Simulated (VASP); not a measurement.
A run of VASP 6.6.1 is set up as follows.

The input INCAR:

```
  PREC = Accurate
  ENCUT = 520
  EDIFF = 1E-6
  ISMEAR = 0
  SIGMA = 0.05
  LREAL = Auto
  LASPH = T
  NELM = 100
  ALGO = Normal
  ISIF = 2
  LWAVE = F
  LCHARG = F
  GGA = PE
  NBANDS = 56
```

KPOINTS

```
Automatic mesh
0
Gamma
  2 2 1
```

File POSCAR:

```
PdC18
1.0
    7.3980000000      0.0000000000      0.0000000000
   -3.6990000000      6.4068560000      0.0000000000
    0.0000000000      0.0000000000     11.0000000000
C Pd
18 1
Direct
   -0.0010178675     -0.0058148646      0.1020410000
    0.2228878263      0.1064025787      0.0927030000
   -0.0013166599      0.3306226954      0.0926850909
    0.2212685941      0.4394539225      0.0875646364
   -0.0020265207      0.6618015139      0.0891132727
    0.2207702381      0.7724250397      0.0888030909
    0.3313802262     -0.0047956439      0.0891359091
    0.5540596323      0.1057215895      0.0891353636
    0.3317311688      0.3290030243      0.0875845455
    0.5542059131      0.4389681928      0.0866272727
    0.3312328146      0.6619368377      0.0866431818
    0.5537216254      0.7719112151      0.0875938182
    0.6625466458     -0.0054914610      0.0926930000
    0.8864474959      0.1067303526      0.1020198182
    0.6646710026      0.3284993451      0.0888019091
    0.8874691356      0.4391272412      0.0891057273
    0.6641788253      0.6614628142      0.0875650909
    0.8867555997      0.7702935730      0.0926929091
    0.9426749840      1.0507000626      0.2874915455
```

Potentials or basis: VASP PAW PBE potentials, release 64 (C, Pd).

Command:

```sh
$ cat potpaw_PBE.64/C/POTCAR potpaw_PBE.64/Pd/POTCAR > POTCAR
$ mpirun -np 1 vasp_std > vasp.out
```

Q: Predict the band gap on the k mesh.

A: 0.08 eV, direct.

Q: Predict the largest force.

A: 0.037 eV/Å.

Forces in eV/Å, atoms in the order of the input:
```
C    0.023  0.000 -0.004
C   -0.008  0.011 -0.008
C    0.005  0.007 -0.007
C    0.008  0.003  0.002
C    0.015  0.000 -0.001
C   -0.006 -0.002  0.005
C    0.006 -0.009 -0.005
C   -0.004  0.001 -0.003
C   -0.007  0.008 -0.004
C   -0.011  0.003  0.001
C    0.003 -0.007  0.001
C   -0.005 -0.008 -0.006
C    0.008 -0.003  0.001
C   -0.016  0.016 -0.004
C    0.009  0.000  0.000
C   -0.013 -0.005 -0.001
C   -0.010 -0.012  0.001
C    0.003 -0.002 -0.004
Pd  -0.001 -0.001  0.037
```

Caveat: the k mesh is coarse (spacing up to 0.49 Å⁻¹), so the values aren't converged. A hybrid or GW would open this gap; PBE tends to underestimate it.
